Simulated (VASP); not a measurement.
Here is the system:

```
CELL_PARAMETERS angstrom
      2.15745    -3.73680     0.00000
      2.15745     3.73680     0.00000
      0.00000     0.00000     5.98609
ATOMIC_POSITIONS crystal
  Te 0.00000 0.28208 0.66667
  Te 0.71792 0.71792 0.00000
  Te 0.28208 0.00000 0.33333
```

These are PBE GGA with D4 dispersion, VASP's PBE PAW potentials (set 64) (plane waves; VASP) values and carry that method's errors. Numerical set-up: 520 eV cut-off, Gaussian smearing of 0.050 eV, potentials Te.

Unless said otherwise, spin-orbit coupling is left out, though it shifts the bands of the heavy elements here.

Predict the band gap (along the path) with the smallest direct gap where there is one.

```json
{
 "band gap (along the path)": "none (metal, semimetal or under 0.01 eV)"
}
```

The absolute energy has meaning only against runs of the same code, potentials and settings.

The compound is Te in the trig structure. It was relaxed first, which changed the volume by -6 %.
